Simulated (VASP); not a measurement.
Given:

```
CELL_PARAMETERS angstrom
      3.16801     0.00000     0.00000
     -1.58400     2.74358     0.00000
      0.00000     0.00000     4.69697
ATOMIC_POSITIONS crystal
  Si 0.33333 0.66667 0.25000
  Si 0.66667 0.33333 0.75000
  C  0.66667 0.33333 0.25000
  C  0.33333 0.66667 0.75000
```

Computed with PBEsol GGA, VASP's PBE PAW potentials (set 64) (plane waves; VASP). Run with 520 eV cut-off, Gaussian smearing of 0.050 eV, potentials Si C.

Without a dispersion term in the relaxation, distances and binding between the weakly bound layers, chains or molecules are unreliable, and so is what depends on them.

Question: Give the energies of bands 3 to 11 at the high-symmetry points, in eV from the Fermi level.

Answer: 
```
band      Γ      M      K      A       L       H
----  -----  -----  -----  -----  ------  ------
3     -9.71  -9.73  -9.25  -4.63  -10.62  -10.27
4     -4.42  -8.23  -8.28  -4.63  -10.62  -10.27
5     -4.42  -6.68  -8.28  -3.66   -5.23   -8.00
6     -2.76  -6.26  -6.00  -3.66   -5.23   -8.00
7     -2.76  -4.30  -5.31  -3.66   -2.69   -1.81
8      0.59  -3.76  -5.31  -3.66   -2.69   -1.81
9      1.06  -0.37   1.73   2.62    1.76    2.20
10     3.75   3.67   5.37   2.62    1.76    2.20
11     3.75   4.81   5.79   4.41    2.23    5.25
```

It has no gap at this level: it comes out as a metal or semimetal.

The structure was generated: SiC was put into the layered h-BN type type (P6_3/mmc), which need not be its known phase. It was relaxed first, which changed the volume by -41 %.
